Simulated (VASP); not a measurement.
All values below come from PBE GGA, VASP's PBE PAW potentials (set 64) (plane waves; VASP).

Input for VASP

### KPOINTS
```
Automatic mesh
0
Gamma
4 4 3
0 0 0
```

### INCAR
```
SYSTEM = MnGe2
PREC = Accurate
ENCUT = 300
EDIFF = 1E-6
NELM = 100
ALGO = Normal
LREAL = .FALSE.
LASPH = .TRUE.
ISMEAR = 0
SIGMA = 0.1
GGA = PE
LMAXMIX = 4
LWAVE = .FALSE.
LCHARG = .FALSE.
ISIF = 2
ISPIN = 2
MAGMOM = 4.0 0.0 0.0
LORBIT = 11
```

File POSCAR:
```
MnGe2
9.6599980
  0.4617819797   0.0000000000   0.0000000000
 -0.2308910416   0.3999149896   0.0000000000
  0.0000000000   0.0000000000   0.5000000000
Mn Ge
1 2
direct
  0.0000000000   0.0000000000   0.0000000000
  0.3333330000   0.6666670000   0.5000000000
  0.6666670000   0.3333330000   0.5000000000
```

POTCAR, in this order: Mn_pv Ge_d (PBE.64 set). Program: vasp_std.

The run wrote:

OSZICAR:
```
       N       E                     dE             d eps       ncg     rms          rms(c)
DAV:   1     0.290846827698E+03    0.29085E+03   -0.17199E+04  1028   0.256E+03
DAV:   2     0.232891596716E+02   -0.26756E+03   -0.26140E+03   832   0.544E+02
DAV:   3    -0.153346095019E+02   -0.38624E+02   -0.37855E+02   892   0.161E+02
DAV:   4    -0.168073424345E+02   -0.14727E+01   -0.14559E+01   954   0.338E+01
DAV:   5    -0.168454021624E+02   -0.38060E-01   -0.37977E-01   972   0.543E+00    0.874E+00
DAV:   6    -0.169434926987E+02   -0.98091E-01   -0.31774E+01   900   0.256E+01    0.190E+01
DAV:   7    -0.154181117523E+02    0.15254E+01   -0.23346E+01   890   0.206E+01    0.656E+00
DAV:   8    -0.154486973355E+02   -0.30586E-01   -0.34931E-01   886   0.380E+00    0.304E+00
DAV:   9    -0.153045298530E+02    0.14417E+00   -0.12080E+00   928   0.590E+00    0.359E+00
DAV:  10    -0.153430177823E+02   -0.38488E-01   -0.94846E-02   848   0.188E+00    0.232E+00
DAV:  11    -0.153535425562E+02   -0.10525E-01   -0.79181E-02   920   0.141E+00    0.549E-01
DAV:  12    -0.153557142311E+02   -0.21717E-02   -0.93534E-03   860   0.478E-01    0.212E-01
DAV:  13    -0.153558778821E+02   -0.16365E-03   -0.95640E-04   916   0.217E-01    0.832E-02
DAV:  14    -0.153558548294E+02    0.23053E-04   -0.71501E-04   910   0.178E-01    0.536E-02
DAV:  15    -0.153558521782E+02    0.26512E-05   -0.91344E-05   888   0.633E-02    0.201E-02
DAV:  16    -0.153558532767E+02   -0.10985E-05   -0.93798E-06   878   0.198E-02    0.159E-02
DAV:  17    -0.153558517962E+02    0.14805E-05   -0.42996E-06   678   0.152E-02    0.717E-03
DAV:  18    -0.153558523232E+02   -0.52702E-06   -0.82687E-07   454   0.527E-03
   1 F= -.15355852E+02 E0= -.15348989E+02  d E =-.137260E-01  mag=     4.4877
```

File OUTCAR:
```
------------------------ aborting loop because EDIFF is reached ----------------------------------------
  FORCE on cell =-STRESS in cart. coord.  units (eV):
  Direction    XX          YY          ZZ          XY          YZ          ZX
  --------------------------------------------------------------------------------------
  Total       -3.1997951     -3.1997961     -5.2751819      0.0000004     -0.0000000      0.0000000
  in kB      -61.5923777    -61.5923975   -101.5411883      0.0000080     -0.0000000      0.0000000
  external PRESSURE =     -74.9086545 kB  Pullay stress =       0.0000000 kB
  volume of cell :       83.23
      direct lattice vectors                 reciprocal lattice vectors
     4.460813000  0.000000000  0.000000000     0.224174383  0.129427148  0.000000000
    -2.230407000  3.863178000  0.000000000     0.000000000  0.258854239  0.000000000
     0.000000000  0.000000000  4.829999000     0.000000000  0.000000000  0.207039380
 POSITION                                       TOTAL-FORCE (eV/Angst)
 -----------------------------------------------------------------------------------
      0.00000      0.00000      0.00000        -0.000000      0.000000      0.000000
     -0.00000      2.57545      2.41500        -0.000000      0.000000      0.000000
      2.23041      1.28772      2.41500         0.000000     -0.000000      0.000000
 -----------------------------------------------------------------------------------
    total drift:                                0.000000      0.000000      0.000000
  FREE ENERGIE OF THE ION-ELECTRON SYSTEM (eV)
  ---------------------------------------------------
  free  energy   TOTEN  =       -15.3558523232 eV

  energy  without entropy=      -15.3421263503  energy(sigma->0) =      -15.34898934

 total charge

# of ion       s       p       d       tot
------------------------------------------
    1        0.240   6.044   4.889  11.173
    2        1.233   0.972  10.006  12.212
    3        1.233   0.972  10.006  12.212
--------------------------------------------------
tot          2.707   7.989  24.900  35.596

 magnetization (x)

# of ion       s       p       d       tot
------------------------------------------
    1        0.074   0.014   4.243   4.331
    2        0.007  -0.034  -0.000  -0.027
    3        0.007  -0.034  -0.000  -0.027
--------------------------------------------------
tot          0.089  -0.054   4.243   4.277
```
(Selected blocks of OUTCAR.)

At this cut-off the stress carries a Pulay error, which pulls relaxed volumes low. The moments were started parallel, and other spin orders were not tried in this run.

The structure was generated: MnGe2 was put into an ordered model structure, which need not be its known phase. The cell was not relaxed at this level. The k-mesh is coarse (spacing up to 0.43 per Å, 2π included), so the numbers may not be converged in it.
